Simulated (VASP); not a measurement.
Output of a VASP run:

### OSZICAR
```
       N       E                     dE             d eps       ncg     rms          rms(c)
DAV:   1     0.388551038403E+01    0.38855E+01   -0.24921E+03   384   0.392E+02
DAV:   2    -0.110139885142E+01   -0.49869E+01   -0.49816E+01   304   0.763E+01
DAV:   3    -0.112593539842E+01   -0.24537E-01   -0.24536E-01   440   0.385E+00
DAV:   4    -0.112608035173E+01   -0.14495E-03   -0.14495E-03   384   0.205E-01
DAV:   5    -0.112608098918E+01   -0.63744E-06   -0.63741E-06   448   0.113E-02    0.118E+00
DAV:   6    -0.112445736947E+01    0.16236E-02   -0.85290E-03   336   0.732E-01    0.664E-01
DAV:   7    -0.112523690496E+01   -0.77954E-03   -0.94576E-03   344   0.741E-01    0.148E-01
DAV:   8    -0.112547771107E+01   -0.24081E-03   -0.38278E-04   336   0.260E-01    0.414E-02
DAV:   9    -0.112547899196E+01   -0.12809E-05   -0.50016E-06   448   0.206E-02    0.167E-02
DAV:  10    -0.112548375059E+01   -0.47586E-05   -0.47083E-06   336   0.177E-02    0.776E-04
DAV:  11    -0.112548362631E+01    0.12428E-06   -0.35139E-08   184   0.136E-03
   1 F= -.11254836E+01 E0= -.11123107E+01  d E =-.263459E-01
```

OUTCAR:
```
------------------------ aborting loop because EDIFF is reached ----------------------------------------
  FORCE on cell =-STRESS in cart. coord.  units (eV):
  Direction    XX          YY          ZZ          XY          YZ          ZX
  --------------------------------------------------------------------------------------
  Total       -1.5247492     -1.5247492     -1.5247492      0.0000000      0.0000000      0.0000000
  in kB      -30.1975252    -30.1975252    -30.1975252      0.0000000      0.0000000      0.0000000
  external PRESSURE =     -30.1975252 kB  Pullay stress =       0.0000000 kB
  volume of cell :       80.90
      direct lattice vectors                 reciprocal lattice vectors
    -2.724536000  2.724536000  2.724536000     0.000000000  0.183517487  0.183517487
     2.724536000 -2.724536000  2.724536000     0.183517487  0.000000000  0.183517487
     2.724536000  2.724536000 -2.724536000     0.183517487  0.183517487  0.000000000
 POSITION                                       TOTAL-FORCE (eV/Angst)
 -----------------------------------------------------------------------------------
      0.00000      0.00000      0.00000        -0.000000     -0.000000     -0.000000
 -----------------------------------------------------------------------------------
    total drift:                               -0.000000      0.000000      0.000000
  FREE ENERGIE OF THE ION-ELECTRON SYSTEM (eV)
  ---------------------------------------------------
  free  energy   TOTEN  =        -1.1254836263 eV

  energy  without entropy=       -1.0991377496  energy(sigma->0) =       -1.11231069
```
(Selected blocks of OUTCAR.)

File POSCAR:
```
K
1
   -2.7245360000     2.7245360000     2.7245360000
    2.7245360000    -2.7245360000     2.7245360000
    2.7245360000     2.7245360000    -2.7245360000
K
1
Direct
  0.0000000000   0.0000000000   0.0000000000
```

Q: Write an INCAR and KPOINTS that could have produced this output.

A: This is not unique; one that fits is the input of the run itself, PBEsol GGA, plane waves, VASP's PBE PAW potentials (set 64).

KPOINTS:
```
Automatic mesh
0
Gamma
6 6 6
0 0 0
```

### INCAR
```
ISMEAR = 0   # Gaussian
LREAL = F
NELM = 100   # most electronic steps
ISIF = 2   # forces and stress, cell fixed
SIGMA = 0.2
SYSTEM = K
LWAVE = F
ALGO = Normal
LCHARG = F
LASPH = T
PREC = Accurate
ENCUT = 180   # plane-wave cut-off (eV)
GGA = PS   # PBEsol
EDIFF = 1E-6
```

POTCAR, in this order: K_sv (PBE.64 set). Program: vasp_std.

At this cut-off the stress carries a Pulay error, which pulls relaxed volumes low.

The structure comes from a computed database's K entry; how it stands against other phases isn't given here. The cell was not relaxed at this level. The run is one of a series of settings (ENCUT = 180, GGA = PS, SIGMA = 0.2, KPOINTS 6×6×6 Γ-centred mesh, POTCAR K_sv (PBE.64 set) against the base run), some of them coarse on purpose.
